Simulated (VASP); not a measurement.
OSZICAR of a VASP run on NaLiZnS2 (space group P3m1):

**OSZICAR**
```
       N       E                     dE             d eps       ncg     rms          rms(c)
DAV:   1     0.284371850275E+03    0.28437E+03   -0.11188E+04  4517   0.633E+02
DAV:   2     0.781362485749E+00   -0.28359E+03   -0.24642E+03  4466   0.204E+02
DAV:   3    -0.398200155165E+02   -0.40601E+02   -0.39083E+02  5209   0.691E+01
DAV:   4    -0.428998612910E+02   -0.30798E+01   -0.29904E+01  7652   0.141E+01
DAV:   5    -0.429278300669E+02   -0.27969E-01   -0.27957E-01  5269   0.143E+00    0.803E+00
DAV:   6    -0.393363450393E+02    0.35915E+01   -0.10281E+00  5776   0.199E+01    0.717E+00
DAV:   7    -0.365935668562E+02    0.27428E+01   -0.62105E-01  4923   0.375E+00    0.407E+00
DAV:   8    -0.372045613605E+02   -0.61099E+00   -0.24858E-01  5178   0.269E+00    0.145E+00
DAV:   9    -0.371909608036E+02    0.13601E-01   -0.13096E-01  4746   0.137E+00    0.127E+00
DAV:  10    -0.369918840741E+02    0.19908E+00   -0.10692E-01  4620   0.118E+00    0.598E-01
DAV:  11    -0.371772892580E+02   -0.18541E+00   -0.70966E-02  4536   0.102E+00    0.256E-01
DAV:  12    -0.371910328162E+02   -0.13744E-01   -0.52818E-03  4865   0.284E-01    0.184E-01
DAV:  13    -0.371914316992E+02   -0.39888E-03   -0.14707E-03  5000   0.158E-01    0.679E-02
DAV:  14    -0.371923045843E+02   -0.87289E-03   -0.81166E-04  4872   0.119E-01    0.354E-02
DAV:  15    -0.371924077811E+02   -0.10320E-03   -0.14289E-04  4857   0.427E-02    0.309E-02
DAV:  16    -0.371924530986E+02   -0.45317E-04   -0.14649E-05  5029   0.159E-02    0.255E-02
DAV:  17    -0.371924932990E+02   -0.40200E-04   -0.66197E-05  4732   0.317E-02    0.614E-03
DAV:  18    -0.371924831143E+02    0.10185E-04   -0.15329E-05  4844   0.160E-02    0.105E-02
DAV:  19    -0.371924715741E+02    0.11540E-04   -0.29889E-06  4824   0.665E-03    0.897E-03
DAV:  20    -0.371924614176E+02    0.10157E-04   -0.46063E-06  4788   0.934E-03    0.201E-03
DAV:  21    -0.371924566687E+02    0.47489E-05   -0.59371E-07  4975   0.291E-03    0.167E-03
DAV:  22    -0.371924539337E+02    0.27350E-05   -0.62419E-07  4718   0.336E-03    0.361E-03
DAV:  23    -0.371924522355E+02    0.16982E-05   -0.43144E-07  4852   0.283E-03    0.148E-03
DAV:  24    -0.371924530435E+02   -0.80797E-06   -0.45560E-08  4274   0.882E-04    0.801E-04
DAV:  25    -0.371924526390E+02    0.40449E-06   -0.10870E-08  4169   0.442E-04    0.412E-04
DAV:  26    -0.371924527521E+02   -0.11315E-06   -0.12945E-08  4229   0.455E-04    0.194E-04
DAV:  27    -0.371924527983E+02   -0.46148E-07   -0.11586E-09  2674   0.160E-04
   1 F= -.37192453E+02 E0= -.37192453E+02  d E =-.688656E-20
 imaginary and real dielectric function
```

Which electronic solver shows in the log?

It is blocked Davidson (ALGO = Normal, or the opening steps of other solvers). The INCAR had ALGO = Normal.

Can the final energy be trusted as converged?

Self-consistency was reached. It stopped with EDIFF = 1E-7, NELM = 100 (r2SCAN meta-GGA, plane waves, VASP's PBE PAW potentials (set 64)). The dielectric response may not be converged in the k-mesh; for small gaps it tends to come out too large.

The structure comes from a computed database's NaLiZnS2 entry (P3m1); how it stands against other phases isn't given here. It was relaxed first.
